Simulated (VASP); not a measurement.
A convergence study with VASP on Mg$_{3}$Sb$_{2}$ (a-la2o3): one setting is varied, all else stays as given below, so the limit is that of these other settings.

```xyz
5
Lattice="2.2800 -3.9491 0.0000 2.2800 3.9491 0.0000 0.0000 0.0000 7.2300" Properties=species:S:1:pos:R:3 pbc="T T T"
Mg     0.0000     0.0000     0.0000
Mg     2.2800     1.3164     4.5838
Mg     2.2800    -1.3164     2.6462
Sb     2.2800     1.3164     1.6484
Sb     2.2800    -1.3164     5.5816
```

Computed with PBE GGA, VASP's PBE PAW potentials (set 64) (plane waves; VASP 6.6.1). The tightest run used: 550 eV cut-off, 14×14×9 Γ-centred mesh, Gaussian smearing of 0.050 eV, potentials Mg Sb.

```tsv
setting	E (eV/atom)	pressure (GPa)	largest force (eV/Å)	irreducible k-points
1×1×1 mesh	-0.2171	12.82	0.919	1
2×2×1 mesh	-2.6621	1.87	0.134	2
3×3×2 mesh	-2.8415	1.42	0.098	6
```

Question: These are the cheaper rows. Estimate the results at 14×14×9 mesh, and how far the last row shown lies from them.

Answer: 
```csv
quantity,tightest run,last row shown is off by
E (eV/atom),-2.9269,0.0854
pressure (GPa),1.15,0.27
largest force (eV/Å),0.155,-0.057
```

Left out are rungs that failed or repeat a setting and relaxations that didn't move; long series are thinned to 24 rows.

The compound is Mg3Sb2 in the a-la2o3 structure. The cell was not relaxed at this level, forces remain on its atoms.
